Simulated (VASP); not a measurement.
A convergence study with VASP on AlN (zinc blende): a few settings are varied, all else stays as given below, so the limit is that of these other settings.

```
CELL_PARAMETERS angstrom
      0.00000     2.19000     2.19000
      2.19000     0.00000     2.19000
      2.19000     2.19000     0.00000
ATOMIC_POSITIONS crystal
  Al 0.00000 0.00000 0.00000
  N  0.25000 0.25000 0.25000
```

Level of theory: PBEsol GGA, VASP's PBE PAW potentials (set 64) (plane waves; VASP 6.6.1). The last row used: 700 eV cut-off, 18×18×18 Γ-centred mesh, second-order Methfessel-Paxton smearing of 0.40 eV, potentials Al N.

Gaps are read on the run's mesh, which can miss a band edge.

```
setting                                   E (eV/atom)  pressure (GPa)  gap on the mesh (eV)  irreducible k-points
----------------------------------------  -----------  --------------  --------------------  --------------------
ISMEAR = -1, SIGMA = 0.01, 6×6×6 mesh         -7.8072           -0.47                 3.182                    16
ISMEAR = -1, SIGMA = 0.2, 6×6×6 mesh          -7.8072           -0.47                 3.182                    16
ISMEAR = 0, SIGMA = 0.01, 6×6×6 mesh          -7.8072           -0.47                 3.182                    16
ISMEAR = 0, SIGMA = 0.2, 6×6×6 mesh           -7.8072           -0.47                 3.182                    16
ISMEAR = 1, SIGMA = 0.01, 6×6×6 mesh          -7.8072           -0.47                 3.182                    16
ISMEAR = 1, SIGMA = 0.2, 6×6×6 mesh           -7.8070           -0.47                 3.182                    16
ISMEAR = 2, SIGMA = 0.01, 6×6×6 mesh          -7.8072           -0.47                 3.182                    16
ISMEAR = 2, SIGMA = 0.2, 6×6×6 mesh           -7.8070           -0.47                 3.182                    16
ISMEAR = -1, SIGMA = 0.05, 12×12×12 mesh      -7.8082           -0.47                 3.184                    72
ISMEAR = -1, SIGMA = 0.2, 12×12×12 mesh       -7.8082           -0.47                 3.184                    72
ISMEAR = 0, SIGMA = 0.05, 12×12×12 mesh       -7.8082           -0.47                 3.184                    72
ISMEAR = 0, SIGMA = 0.2, 12×12×12 mesh        -7.8082           -0.47                 3.184                    72
ISMEAR = 1, SIGMA = 0.05, 12×12×12 mesh       -7.8082           -0.47                 3.184                    72
ISMEAR = 1, SIGMA = 0.2, 12×12×12 mesh        -7.8082           -0.47                 3.184                    72
ISMEAR = 2, SIGMA = 0.05, 12×12×12 mesh       -7.8082           -0.47                 3.184                    72
ISMEAR = 2, SIGMA = 0.2, 12×12×12 mesh        -7.8082           -0.47                 3.184                    72
ISMEAR = -1, SIGMA = 0.05, 18×18×18 mesh      -7.8082           -0.47                 3.184                   195
ISMEAR = -1, SIGMA = 0.4, 18×18×18 mesh       -7.8063           -0.44                 3.187                   195
ISMEAR = 0, SIGMA = 0.05, 18×18×18 mesh       -7.8082           -0.47                 3.184                   195
ISMEAR = 0, SIGMA = 0.4, 18×18×18 mesh        -7.8082           -0.47                 3.184                   195
ISMEAR = 1, SIGMA = 0.05, 18×18×18 mesh       -7.8082           -0.47                 3.184                   195
ISMEAR = 1, SIGMA = 0.4, 18×18×18 mesh        -7.8079           -0.49                 3.185                   195
ISMEAR = 2, SIGMA = 0.05, 18×18×18 mesh       -7.8082           -0.47                 3.184                   195
ISMEAR = 2, SIGMA = 0.4, 18×18×18 mesh        -7.8079           -0.47                 3.184                   195
```

Left out are rungs that failed or repeat a setting and relaxations that didn't move; long series are thinned to 24 rows.

The compound is AlN in the zinc blende structure, a metastable form; wurtzite is the usual one. The cell was not relaxed at this level.
